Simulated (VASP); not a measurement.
MgO (Periclase):

```xyz
2
Lattice="0.0000 2.1039 2.1039 2.1039 0.0000 2.1039 2.1039 2.1039 0.0000" Properties=species:S:1:pos:R:3 pbc="T T T"
Mg    0.0000    0.0000    0.0000
O     2.1039    2.1039    2.1039
```

Base run:

| Item | Value |
| --- | --- |
| Program | VASP 6.6.1 |
| Functional | r2SCAN |
| Potentials or basis | VASP PAW PBE potentials, release 64 (Mg, O) |
| Cutoff | 520 eV |
| k mesh | 12 × 12 × 12 |
| Occupations | gaussian, width 0.03 eV |
| Spin | no spin polarisation |

Its results: band gap on the k mesh 5.63 eV, direct; pressure -1.6 GPa.

Problem. The run is repeated on the same cell with these changes: functional from r2SCAN to LDA; potentials or basis from VASP PAW PBE potentials, release 64 (Mg, O) to VASP PAW LDA potentials, release 64 (Mg, O). What comes out?

Solution. Band gap on the k mesh 4.69 eV, direct; pressure -7.3 GPa.

Caveats: the PAW data sets were made with another functional, which shifts forces and pressure a little (some runs).
